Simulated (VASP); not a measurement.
Computed with r2SCAN meta-GGA, VASP's PBE PAW potentials (set 64) (plane waves; VASP).

VASP input:

File KPOINTS_OPT:
```
k-points along high-symmetry lines
10
Line-mode
Reciprocal
  0.000000   0.000000   0.000000 ! GAMMA
  0.500000   0.000000   0.500000 ! X

  0.500000   0.000000   0.500000 ! X
  0.625000   0.250000   0.625000 ! U

  0.375000   0.375000   0.750000 ! K
  0.000000   0.000000   0.000000 ! GAMMA

  0.000000   0.000000   0.000000 ! GAMMA
  0.500000   0.500000   0.500000 ! L

  0.500000   0.500000   0.500000 ! L
  0.500000   0.250000   0.750000 ! W

  0.500000   0.250000   0.750000 ! W
  0.500000   0.000000   0.500000 ! X
```

### POSCAR
```
Ag
1
   -0.0000000000     2.0505678027     2.0505678027
    2.0505678027    -0.0000000000     2.0505678027
    2.0505678027     2.0505678027    -0.0000000000
Ag
1
Direct
  0.0000000000   0.0000000000   0.0000000000
```

INCAR:
```
SYSTEM = Ag
PREC = Accurate
ENCUT = 400
EDIFF = 1E-7
NELM = 100
ALGO = Normal
LREAL = .FALSE.
LASPH = .TRUE.
ISMEAR = -5
METAGGA = R2SCAN
LMIXTAU = .TRUE.
LMAXMIX = 4
LWAVE = .FALSE.
LCHARG = .FALSE.
LORBIT = 11
NEDOS = 601
ISIF = 2
```

**KPOINTS**
```
Regular mesh
0
G
 17 17 17
```

POTCAR, in this order: Ag (PBE.64 set). Program: vasp_std.

What VASP printed:

### OUTCAR
```
 ion  position               nearest neighbor table
   1  0.000  0.000  0.000-
  LATTYP: Found a face centered cubic cell.
 ALAT       =     4.1011356054
 Subroutine PRICEL returns:
 Original cell was already a primitive cell.
 Subroutine GETGRP returns: Found 48 space group operations
The static configuration has the point symmetry O_h .
The dynamic configuration has the point symmetry O_h .
 Subroutine INISYM returns: Found 48 space group operations
 Subroutine IBZKPT returns following result:
 Found    165 irreducible k-points:

 Following reciprocal coordinates:
            Coordinates               Weight
  0.000000  0.000000  0.000000      1.000000
  0.058824  0.000000  0.000000      8.000000
  0.117647  0.000000  0.000000      8.000000
  0.176471  0.000000  0.000000      8.000000
  0.235294  0.000000  0.000000      8.000000
  0.294118  0.000000  0.000000      8.000000
  0.352941  0.000000  0.000000      8.000000
  0.411765  0.000000  0.000000      8.000000
  0.470588  0.000000  0.000000      8.000000
  0.058824  0.058824  0.000000      6.000000
...
```

File OSZICAR:
```
       N       E                     dE             d eps       ncg     rms          rms(c)
DAV:   1     0.166709118165E+02    0.16671E+02   -0.49867E+03  3066   0.910E+02
DAV:   2    -0.245003060762E+02   -0.41171E+02   -0.39601E+02  3067   0.192E+02
DAV:   3    -0.248262702172E+02   -0.32596E+00   -0.32591E+00  3518   0.206E+01
DAV:   4    -0.248272307161E+02   -0.96050E-03   -0.96054E-03  3335   0.100E+00
DAV:   5    -0.248272410881E+02   -0.10372E-04   -0.10372E-04  3363   0.920E-02    0.591E+00
DAV:   6    -0.212044757765E+02    0.36228E+01   -0.78872E+00  2984   0.321E+01    0.502E+00
DAV:   7    -0.213505587022E+02   -0.14608E+00   -0.53250E-01  2981   0.733E+00    0.245E+00
DAV:   8    -0.213403876563E+02    0.10171E-01   -0.32126E-02  2975   0.169E+00    0.133E-01
DAV:   9    -0.213537581251E+02   -0.13370E-01   -0.31477E-02  3049   0.140E+00    0.177E-01
DAV:  10    -0.213546371581E+02   -0.87903E-03   -0.21248E-03  3016   0.554E-01    0.667E-02
DAV:  11    -0.213578112550E+02   -0.31741E-02   -0.53030E-03  3020   0.611E-01    0.651E-02
DAV:  12    -0.213575906002E+02    0.22065E-03   -0.18841E-04  3314   0.141E-01    0.516E-02
DAV:  13    -0.213577137922E+02   -0.12319E-03   -0.17927E-04  3012   0.144E-01    0.228E-02
DAV:  14    -0.213577544991E+02   -0.40707E-04   -0.10348E-04  3149   0.853E-02    0.600E-03
DAV:  15    -0.213577527919E+02    0.17072E-05   -0.42287E-06  3133   0.228E-02    0.160E-03
DAV:  16    -0.213577527097E+02    0.82227E-07   -0.19026E-07  3023   0.514E-03
   1 F= -.21357753E+02 E0= -.21357753E+02  d E =0.000000E+00
       N       E                     dE             ncg
```

File OUTCAR:
```
------------------------ aborting loop because EDIFF is reached ----------------------------------------
  FORCE on cell =-STRESS in cart. coord.  units (eV):
  Direction    XX          YY          ZZ          XY          YZ          ZX
  --------------------------------------------------------------------------------------
  Total        0.0005657      0.0005657      0.0005657     -0.0000000     -0.0000000     -0.0000000
  in kB        0.0525566      0.0525566      0.0525566     -0.0000000     -0.0000000     -0.0000000
  external PRESSURE =       0.0525566 kB  Pullay stress =       0.0000000 kB
  volume of cell :       17.24
      direct lattice vectors                 reciprocal lattice vectors
     0.000000000  2.050567803  2.050567803    -0.243834902  0.243834902  0.243834902
     2.050567803  0.000000000  2.050567803     0.243834902 -0.243834902  0.243834902
     2.050567803  2.050567803  0.000000000     0.243834902  0.243834902 -0.243834902
 POSITION                                       TOTAL-FORCE (eV/Angst)
 -----------------------------------------------------------------------------------
      0.00000      0.00000      0.00000        -0.000000      0.000000      0.000000
 -----------------------------------------------------------------------------------
    total drift:                               -0.000000     -0.000000     -0.000000
  FREE ENERGIE OF THE ION-ELECTRON SYSTEM (eV)
  ---------------------------------------------------
  free  energy   TOTEN  =       -21.3577527097 eV

  energy  without entropy=      -21.3577527097  energy(sigma->0) =      -21.35775271

 total charge

# of ion       s       p       d       tot
------------------------------------------
    1        0.442   0.291   9.178   9.911
```
(Selected blocks of OUTCAR.)

For a metal the tetrahedron method with Blöchl corrections gives inexact stress and forces.

The compound is Ag in the fcc structure. It was relaxed first.
